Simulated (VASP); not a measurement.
Input for VASP

**INCAR**
```
ALGO  =  Normal
EDIFF  =  1E-6
EDIFFG  =  -0.02
ENCUT  =  620
GGA  =  PS
IBRION  =  2
ISIF  =  3
ISMEAR  =  1
LASPH  =  .TRUE.
LCHARG  =  .FALSE.
LMAXMIX  =  4
LREAL  =  .FALSE.
LWAVE  =  .FALSE.
NELM  =  100
NSW  =  40
PREC  =  Accurate
SIGMA  =  0.1
SYSTEM  =  BAs
```

**KPOINTS**
```
Automatic mesh
0
Gamma
14 14 14
0 0 0
```

**POSCAR**
```
BAs
1
    0.0000000000     2.2868793067     2.2868793067
    2.2868793067     0.0000000000     2.2868793067
    2.2868793067     2.2868793067     0.0000000000
B As
1 1
Direct
  0.0000000000   0.0000000000   0.0000000000
  0.5000000000   0.5000000000   0.5000000000
```

POTCAR, in this order: B As (PBE.64 set). Program: vasp_std.

Problem. Translate this PBEsol calculation to Ansatz.

Solution. One equivalent input (not run):
Ansatz 0.2 input:
```yaml
crystal:
  lattice:
    - [0.0000000, 2.2868793, 2.2868793]
    - [2.2868793, 0.0000000, 2.2868793]
    - [2.2868793, 2.2868793, 0.0000000]
  atoms:
    - { symbol: B, position: [0.0000000, 0.0000000, 0.0000000] }
    - { symbol: As, position: [0.5000000, 0.5000000, 0.5000000] }
kpoints:
  mp_grid: { grid: [14, 14, 14] }
hamiltonian:
  xc: pbesol
  pseudopotentials: { kind: paw }
scf:
  occupations: { method: methfessel_paxton, width: 0.1 }
  max_iter: 100
relax:
  max_steps: 40
  f_tol: 0.02
  cell: {}
output: { forces: true, stress: true, eigenvalues: true }
```
The two are equivalent in intent, not identical: each code has its own PAW files, so the cut-off isn't converted (ENCUT is set for VASP's; basis.ecutwfc is left out, and Ansatz then takes the one that its files recommend); Ansatz stops its SCF on the density residual and VASP on the energy change (EDIFF).

The structure was generated: BAs was put into the rock salt type (Fm-3m), which need not be its known phase. It was relaxed first, which changed the volume by +13 %.
